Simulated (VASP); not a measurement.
Here is a VASP 6.6.1 calculation.

INCAR

```
SYSTEM = MgO
ALGO = Normal
BPARAM = 11.95
CPARAM = 0.0093
EDIFF = 1E-6
EDIFFG = -0.01
ENCUT = 600
IBRION = 2
ISIF = 3
ISMEAR = 0
IVDW_NL = 2
LASPH = .TRUE.
LCHARG = .FALSE.
LMIXTAU = .TRUE.
LREAL = .FALSE.
LUSE_VDW = .TRUE.
LWAVE = .FALSE.
METAGGA = R2SCAN
NELM = 80
NSW = 90
PREC = Accurate
SIGMA = 0.03
```

KPOINTS

```
k-points
0
G
  12 12 12
  0 0 0
```

File POSCAR:

```
MgO
1.0
    0.0000000000      2.1085000000      2.1085000000
    2.1085000000      0.0000000000      2.1085000000
    2.1085000000      2.1085000000      0.0000000000
Mg O
1 1
Direct
    0.0000000000      0.0000000000      0.0000000000
    0.5000000000      0.5000000000      0.5000000000
```

Potentials or basis: VASP PAW PBE potentials, release 64 (Mg, O).

Command:

```bash
$ cat potpaw_PBE.64/Mg/POTCAR potpaw_PBE.64/O/POTCAR > POTCAR
$ mpirun -np 1 vasp_std > vasp.out
```

Estimate the relaxed cell.

a = 2.959 Å, b = 2.959 Å, c = 2.959 Å, α = 60.00°, β = 60.00°, γ = 60.00°.

What does it give for the band gap on the k mesh?

5.76 eV, direct.

Estimate the relaxed volume.

9.16 Å³/atom.

What does it give for the space group after relaxing (to 0.05 Å)?

Fm-3m (No. 225).

Final structure:
```
CELL_PARAMETERS angstrom
0.00000 2.09231 2.09231
2.09231 0.00000 2.09231
2.09231 2.09231 0.00000
ATOMIC_POSITIONS crystal
Mg 0.00000 0.00000 0.00000
O 0.50000 0.50000 0.50000
```

Caveat: the PAW data sets were made with another functional, which shifts forces and pressure a little. r2SCAN opens gaps a little over a GGA but as a rule still falls short of measured ones.
